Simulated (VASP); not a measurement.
# MnPt: structure and properties in VASP, part 8 of 8

Wanted: the relaxed cell of MnPt and its properties. The start is a cell from a database of measured crystal structures.

VASP 6.6.1, plane waves and PAW; the level of theory is named at each step.

Still holding for the runs below: The magnetic order is the lowest of the few collinear ones that converged above; longer or canted patterns were not tried. The cell is doubled for it, so bands and modes from the zone boundary of the chemical cell fold onto Γ and the labels are those of the larger cell. The k-mesh is coarse for a metal.

So far, largest spin moment in the PAW sphere (μB): step 2 (magnetic order: ferromagnetic) 3.73; step 14 (volume scan with PBEsol + D3(BJ) (run 2)) 3.36; step 15 (volume scan with PBEsol + D3(BJ) (run 3)) 3.41; step 16 (volume scan with PBEsol + D3(BJ) (run 4)) 3.46; step 18 (volume scan with PBEsol + D3(BJ) (run 6)) 3.56.

## (19) Volume scan with PBEsol + D3(BJ) (run 7)

Level of this step: PBEsol with D3(BJ), spin-polarised from an antiferromagnetic start; plane waves and PAW (Mn_pv, Pt) (VASP).

A prediction first. A parabola through the 6 pressures of evenly scaled cells so far, P = 0.02 -226.6 t +588 t² GPa with t = ln(V/V₁) and V₁ the volume at scale 1, gives -11.19 GPa at t = +0.0583.

The input, INCAR:

```
SYSTEM = MnPt
PREC = Accurate
ENCUT = 400
EDIFF = 1E-06
NELM = 100
ISMEAR = 1
SIGMA = 0.2
LREAL = .FALSE.
ALGO = Normal
GGA = PS
IVDW = 12
NBANDS = 31
ISPIN = 2
MAGMOM = 3.465 -3.465 0 0
LASPH = .TRUE.
LMAXMIX = 4
LORBIT = 11
LWAVE = .FALSE.
LCHARG = .FALSE.
KPAR = 4
ISIF = 2
```

The input, POSCAR:

```
MnPt
1.0
    5.5464305080      0.0000000000      0.0000000000
    2.7732152539      2.7732152539      0.0000000000
    0.0000000000      0.0000000000      3.7255990529
Mn Pt
2 2
Direct
    0.0000000000      0.0000000000      0.0000000000
    0.5000000000      0.0000000000      0.0000000000
    0.0000000000      0.5000000000      0.5000000000
    0.5000000000      0.5000000000      0.5000000000
```

The input, KPOINTS:

```
Automatic mesh
0
Gamma
7 7 5
0 0 0
```

Potentials, in the order of the species: Mn_pv and Pt (PBE family, release 64).

Run with:

```console
mpirun -np 4 vasp_std
```

The program printed:

```text
[... set-up lines as in an earlier step ...]
 entering main loop
       N       E                     dE             d eps       ncg     rms          rms(c)
DAV:   1     0.412932040961E+03    0.41293E+03   -0.21659E+04  4000   0.145E+03
DAV:   2    -0.155003259257E+02   -0.42843E+03   -0.40077E+03  3944   0.421E+02
DAV:   3    -0.381947803127E+02   -0.22694E+02   -0.21403E+02  4144   0.106E+02
DAV:   4    -0.385935037909E+02   -0.39872E+00   -0.39763E+00  4127   0.140E+01
[...]
DAV:  14    -0.349607151878E+02   -0.16758E-04   -0.96899E-05  4174   0.757E-02    0.233E-02
DAV:  15    -0.349607110696E+02    0.41182E-05   -0.14751E-05  3881   0.328E-02    0.622E-03
DAV:  16    -0.349607109187E+02    0.15087E-06   -0.12403E-06  2081   0.813E-03
   1 F= -.36936488E+02 E0= -.36938660E+02  d E =0.651531E-02  mag=     0.0000
```

Run time: 13 s. Hardware: 4 MPI ranks of Intel Xeon 6975P-C (Granite Rapids), shared host; peak memory 0.87 GiB.

From OUTCAR (step 19):

```text
 Edisp (eV)   -1.97578

  Total      -3.94233    -3.94233    -4.28248     0.00000     0.00000    -0.00000
  in kB    -110.22250  -110.22250  -119.73268     0.00000     0.00000    -0.00000
  external pressure =     -113.39 kB  Pullay stress =        0.00 kB

 POSITION                                       TOTAL-FORCE (eV/Angst)
 -----------------------------------------------------------------------------------
      0.00000      0.00000      0.00000         0.000000     -0.000000      0.000000
      2.77322      0.00000      0.00000        -0.000000      0.000000     -0.000000
      1.38661      1.38661      1.86280         0.000000     -0.000000      0.000000
      4.15982      1.38661      1.86280        -0.000000     -0.000000      0.000000
 -----------------------------------------------------------------------------------
    total drift:                                0.000000      0.000000     -0.000000

  FREE ENERGIE OF THE ION-ELECTRON SYSTEM (eV)
  ---------------------------------------------------
  free  energy   TOTEN  =       -36.9364881557 eV

  energy  without entropy=      -36.9430034688  energy(sigma->0) =      -36.93865993

 magnetization (x)
# of ion       s       p       d       tot
------------------------------------------
    1        0.028   0.054   3.519   3.601
    2       -0.028  -0.054  -3.519  -3.601
    3        0.000   0.000   0.000   0.000
    4        0.000   0.000   0.000   0.000
--------------------------------------------------
tot          0.000   0.000  -0.000  -0.000

[... 1 part as in an earlier step ...]

[... 2 further parts left out ...]
[key lines of the parts left out:]
E-fermi :  10.2587
```

Spin moment in the PAW sphere by atom:

```csv
atom,spin moment in the PAW sphere (μB)
Mn1,3.60
Mn2,-3.60
Pt3,0.00
Pt4,0.00
```

The pressure falls from -7.98 to -11.34 GPa. The parabola predicted -11.19 GPa, +0.15 GPa off.

## (20) Side by side

Times are for 4 MPI ranks of Intel Xeon 6975P-C (Granite Rapids), shared host. The runs compared:

```csv
no.,volume scale,energy above the lowest point (meV/atom),pressure (GPa),time,memory (GiB)
1,0.94,42.62,16.31,14 s,0.85
2,0.96,18.99,10.23,13 s,0.87
3,0.98,5.17,4.823,13 s,0.87
4,1,0,0.03495,13 s,0.86
5,1.02,2.33,-4.207,13 s,0.87
6,1.04,11.58,-7.984,13 s,0.87
7,1.06,26.83,-11.34,13 s,0.87
```

## (21) Fit for PBEsol + D3(BJ)

This step: Birch-Murnaghan fit, PBEsol with D3(BJ); plane waves and PAW (VASP 6.6.1).

This step runs nothing: it gathers the runs above.

Numbers from this step:

```yaml
pressure_derivative_of_the_bulk_modulus: 5.022
r_m_s_error_of_the_fit: 2.99e-5 eV/atom
minimum_inside_the_sampled_range: yes
bulk_modulus: 222.8 GPa
equilibrium_volume_of_the_fit: 13.56 Å³/atom
```

Table of energy above the fitted minimum by volume:

```csv
volume (Å³/atom),energy above the fitted minimum (eV/atom)
12.704,0.0428
12.975,0.0191
13.245,0.00533
13.515,1.6e-4
13.786,0.00249
14.056,0.0117
14.326,0.0270
```

The fitted volume lies +0.33 % from the relaxed one. At a finite cutoff and mesh the minimum of the energy and the zero of the stress don't quite coincide, and the relaxation stops at a threshold.

## (22) Summary of results

```
relaxed volume                            : 13.52 Å³/atom
relaxed conventional cell a, b, c         : 2.720, 2.720, 3.654 Å
space group after relaxing, within 0.02 Å : P4/mmm (No. 123)
moment of the cell (10×10×8 mesh)         : 0 μB
largest site moment (10×10×8 mesh)        : 3.47 μB on Mn1
band gap                                  : none, a metal
DOS at the Fermi level, cell of 4 atoms   : 0.516 states/eV/cell
highest zone-centre mode                  : 237 cm⁻¹
bulk modulus from the fit                 : 223 GPa
volume from the fit                       : 13.6 Å³/atom
```

With PBEsol + D3(BJ), MnPt relaxes to 13.52 Å³/atom in space group P4/mmm, comes out as a metal, keeps moments of up to 3.47 μB (10×10×8 mesh) and has a bulk modulus of 223 GPa at fixed shape and positions, an upper bound. Against the listed cell the volume lies -7.8 % (a -3.9 %, c -0.2 %). Of 4 collinear starts at PBEsol + D3(BJ), the lowest ends antiferromagnetic, q = (1/2, 1/2, 0); experiment finds antiferromagnetic order below 970 K (arxiv:2003.11569), whose pattern may be longer, canted or incommensurate, which these cells can't show. Bands along the symmetry lines (PBEsol + D3(BJ)): Of the bands kept, 4 cross the Fermi level on this path. Zone-centre phonons (PBEsol + D3(BJ)): The highest mode in this list at Γ, 237.4 cm⁻¹, is mostly motion of Mn (78 % of the kinetic energy). Spin-orbit coupling is left out, and with elements this heavy it would split and shift bands near the Fermi level. The k-sampling is coarse for a metal, so the Fermi level, moments, pressures and the shape of the cell carry errors. Only a few collinear orders were tried, on the cell as listed. Modes at Γ alone can't show that the crystal is stable at other wave vectors. No search among competing phases was made, and a listed structure need not be the one stable at ambient conditions. All values are for a static lattice at zero temperature.

[Lines on the potential files, build, host, timing and source positions are cut from VASP's logs without a mark.]

[Logs are printed without paths, hosts, clocks, repeated set-up lines and the standing remarks that a program may print on its own settings, such as how far it seeks lower states.]

[Hosts, paths, dates, database ids (printed as entryN), source tags and the programs' standing remarks are cut or masked in the printed files.]

[A measured line is paired with the nearest computed mode of its activity, which favours agreement.]
